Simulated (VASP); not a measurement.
VASP runs on CdTe (zinc blende) share one base input (PBE GGA, plane waves, VASP's PBE PAW potentials (set 64)) and change the settings named in each case.

POSCAR:
```
CdTe
1
    0.0000000000     3.3048000000     3.3048000000
    3.3048000000     0.0000000000     3.3048000000
    3.3048000000     3.3048000000     0.0000000000
Cd Te
1 1
Direct
  0.0000000000   0.0000000000   0.0000000000
  0.2500000000   0.2500000000   0.2500000000
```

KPOINTS:
```
Automatic mesh
0
Gamma
 6 6 6
```

### INCAR
```
SYSTEM=CdTe
PREC=Accurate; ENCUT=400; LREAL=.FALSE.
LASPH=.TRUE.
EDIFF=1E-6; NELM=100; ALGO=Normal
LMAXMIX=4
ISMEAR=0; SIGMA=0.05
GGA=PE
ISIF=2
LWAVE=.FALSE.; LCHARG=.FALSE.
```

POTCAR, in this order: Cd Te (PBE.64 set). Program: vasp_std.

```
change       E(σ→0) (eV/atom)  pressure (GPa)  plane waves
-----------  ----------------  --------------  -----------
base run              -2.4023           -0.03         1363
ENCUT = 200           -2.0708          -34.01          483
ENCUT = 250           -2.3925           -3.37          656
ENCUT = 450           -2.4030            0.17         1588
ENCUT = 550           -2.4033            0.25         2126
ENCUT = 650           -2.4032            0.23         2764
ENCUT = 750           -2.4033            0.26         3386
ENCUT = 800           -2.4033            0.26         3730
```
 Unless said otherwise, spin-orbit coupling is left out, though it shifts the bands of the heavy elements here.

Left out are runs that ran out of time, are held back, or changed the cell or the kind of run, fixed moments of cells without a moment, rows past the twelfth, gaps on odd meshes, pressures of charged cells and columns that move by less than the noise.

The compound is CdTe in the zinc blende structure. The cell was not relaxed at this level.
